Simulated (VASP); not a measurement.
Here is the system:

```
CELL_PARAMETERS angstrom
      3.00545     0.00000     0.00000
     -1.50273     2.60280     0.00000
      0.00000     0.00000     4.74803
ATOMIC_POSITIONS crystal
  Al 0.33333 0.66667 0.99448
  Al 0.66667 0.33333 0.49448
  N  0.33333 0.66667 0.38052
  N  0.66667 0.33333 0.88052
```

All values below come from PBEsol GGA, VASP's PBE PAW potentials (set 64) (plane waves; VASP). Settings: 620 eV cut-off, 8×8×5 Γ-centred mesh, Gaussian smearing of 0.050 eV, potentials Al N.

Question: Predict the energy per atom (σ→0), pressure.

Answer: 
The energy per atom (σ→0) is -7.728 eV/atom and the pressure is 29.94 GPa.

The structure was generated: AlN was put into the wurtzite type (P6_3mc), which need not be its known phase. It was relaxed first under an external pressure of 30 GPa.
